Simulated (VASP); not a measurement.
Set up this calculation in VASP 6.6.1, as the native input.

| Item | Value |
| --- | --- |
| Task | single point |
| Functional | PBE |
| Potentials or basis | VASP PAW PBE potentials, release 64 (Zn, P) |
| Cutoff | 520 eV |
| k mesh | 7 × 7 × 7 |
| Occupations | gaussian, width 0.05 eV |
| Spin | no spin polarisation |
| Further INCAR settings | ALGO = Normal; EDIFF = 1e-06; NBANDS = 28 |

The structure of Zn3P lies in POSCAR:

```
Zn3P
1.0
    3.9755180000      0.0000000000      0.0000000000
    0.0000000000      3.9755180000      0.0000000000
    0.0000000000      0.0000000000      3.9755180000
Zn P
3 1
Cartesian
    1.9877590000      1.9877590000      0.0000000000
    1.9877590000      0.0000000000      1.9877590000
    0.0000000000      1.9877590000      1.9877590000
    0.0000000000      0.0000000000      0.0000000000
```

The cell comes from a database or a generator and needn't be the stable form of this composition.

The input as run:

INCAR

```
PREC = Accurate
ENCUT = 520
EDIFF = 1E-6
ISMEAR = 0
SIGMA = 0.05
LREAL = False
LASPH = True
NELM = 100
ALGO = Normal
ISIF = 2
LWAVE = False
LCHARG = False
GGA = PE
NBANDS = 28
```

KPOINTS

```
regular mesh
0
Gamma
  7 7 7
```

Potentials or basis: VASP PAW PBE potentials, release 64 (Zn, P).

The run is started by

```sh
$ cat potpaw_PBE.64/Zn/POTCAR potpaw_PBE.64/P/POTCAR > POTCAR
$ mpirun -np 1 vasp_std > vasp.out
```

Results of the run:

```json
{
 "Pressure": "-0.7 GPa",
 "Band gap on the k mesh": "none (metal or under the smearing width)"
}
```

Wall time 27 s on 1 thread of Intel(R) Xeon(R) Platinum 8375C CPU @ 2.90GHz (Ice Lake) (shared host), peak memory 0.18 GiB.
